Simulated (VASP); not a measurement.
Here is the system:

```
CELL_PARAMETERS angstrom
      1.92702    -3.33771     0.00000
      1.92702     3.33771     0.00000
      0.00000     0.00000     6.14685
ATOMIC_POSITIONS crystal
  Zr 0.00000 0.00000 0.00000
  S  0.33333 0.66667 0.24061
  S  0.66667 0.33333 0.75939
```

The numbers are results of vdW-DF2, VASP's PBE PAW potentials (set 64) (plane waves; VASP 6.6.1), not measurements. Settings: 520 eV cut-off, 7×7×4 Γ-centred mesh, Gaussian smearing of 0.050 eV, potentials Zr_sv S.

### Question
The ions and cell shape at fixed volume are relaxed. Give the cell that the relaxation ends in.

### Answer

```
CELL_PARAMETERS angstrom
      1.89913    -3.28940     0.00000
      1.89913     3.28940     0.00000
      0.00000     0.00000     6.32872
ATOMIC_POSITIONS crystal
  Zr 0.00000 0.00000 0.00000
  S  0.33333 0.66667 0.22891
  S  0.66667 0.33333 0.77109
```
Space group P-3m1 (164), at a tolerance of 0.03 Å.

### Question
How much energy does the relaxation gain?

### Answer
The energy (σ→0) changes by -15.5 meV/atom, in 6 ionic steps.

The compound is ZrS2 in the 1T layered structure. This cell is one point of a volume scan, at 1.06 of the reference volume. Symmetry was kept, so distortions that lower it aren't found.
